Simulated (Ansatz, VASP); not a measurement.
## Al3Pd in VASP and in Ansatz

```
CELL_PARAMETERS angstrom
3.97305 0.00000 0.00000
0.00000 3.97305 0.00000
0.00000 0.00000 3.97305
ATOMIC_POSITIONS crystal
Pd 0.00000 0.00000 0.00000
Al 0.50000 0.50000 0.00000
Al 0.50000 0.00000 0.50000
Al 0.00000 0.50000 0.50000
```

Change from the starting cell: volume scaled by 1.02.

Alike in both runs: task single point; functional PBE; k mesh 7 × 7 × 7; occupations fermi-dirac, width 0.05 eV; no spin polarisation.

```csv
,VASP,Ansatz
version,VASP 6.6.1,Ansatz 0.2.0
potentials or method,"VASP PAW PBE potentials, release 64 (Pd, Al)",Ansatz PAW
plane-wave cutoff (eV),520,420
valence electrons in the cell,19,27
```

```tsv
	VASP	Ansatz	Ansatz less VASP
gap on the k mesh at the Fermi level (eV)	none	none	-
pressure (GPa)	-0.8	-0.8	+0.04
```

A gap of «none» marks a metal or a gap that the smearing closes. The two sets of potentials don't hold the same shells in valence.
